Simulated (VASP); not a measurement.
A run of VASP 6.6.1 is set up as follows.

POSCAR

```
In2WSe3
1.0
    3.4730180000      0.0000000000      0.0000000000
   -1.7365090000      3.0077220000      0.0000000000
    0.0000000000      0.0000000000     15.4070100000
In W Se
2 1 3
Direct
    0.6666670000      0.3333330000      0.6349230000
    0.6666670000      0.3333330000      0.3650770000
    0.0000000000      0.0000000000      0.0000000000
    0.3333330000      0.6666670000      0.8943480000
    0.3333330000      0.6666670000      0.1056520000
    0.0000000000      0.0000000000      0.5000000000
```

INCAR.step1

```
PREC = Accurate ; ENCUT = 520
EDIFF = 1E-8 ; ISMEAR = 0
SIGMA = 0.1 ; LREAL = F
LASPH = T ; NELM = 100
ALGO = Normal ; ISIF = 3
LWAVE = F ; LCHARG = F
GGA = PE ; KPAR = 8
IBRION = 2 ; NSW = 40
EDIFFG = -0.002
```

INCAR.step2

```
PREC = Accurate ; ENCUT = 520
EDIFF = 1E-8 ; ISMEAR = 0
SIGMA = 0.1 ; LREAL = F
LASPH = T ; NELM = 100
ALGO = Normal ; ISIF = 3
LWAVE = F ; LCHARG = F
GGA = PE ; KPAR = 8
IBRION = 6 ; NFREE = 2
POTIM = 0.015 ; NSW = 1
```

Contents of KPOINTS:

```
regular mesh
0
Gamma
  8 8 2
```

Potentials or basis: VASP PAW PBE potentials, release 64 (In_d, W_sv, Se).

Run with:

```sh
$ cat potpaw_PBE.64/In_d/POTCAR potpaw_PBE.64/W_sv/POTCAR potpaw_PBE.64/Se/POTCAR > POTCAR
$ cp INCAR.step1 INCAR
$ mpirun -np 8 vasp_std > vasp.out
$ cp CONTCAR POSCAR
$ cp INCAR.step2 INCAR
$ mpirun -np 8 vasp_std > vasp.out
```

Predict the Voigt bulk modulus.

23 GPa.

Predict the highest phonon frequency at Γ, LO-TO splitting left out.

281 cm⁻¹.

Predict the relaxed cell.

a = 3.479 Å, b = 3.479 Å, c = 15.439 Å, α = 90.00°, β = 90.00°, γ = 120.00°.

Phonon frequencies in cm⁻¹ (negative: imaginary):
| q point | frequencies |
| --- | --- |
| (0.000, 0.000, 0.000) | -2 -2 0 1 1 13 46 46 94 94 106 153 160 160 224 224 235 281 |

Caveat: the elastic tensor has a negative eigenvalue, so either the cell is unstable as it stands or the mesh is too thin; this functional lacks dispersion, which binds the layers, so the pressure and a relaxed spacing across them are unreliable. Spin-orbit coupling is left out, which matters for the levels of W.
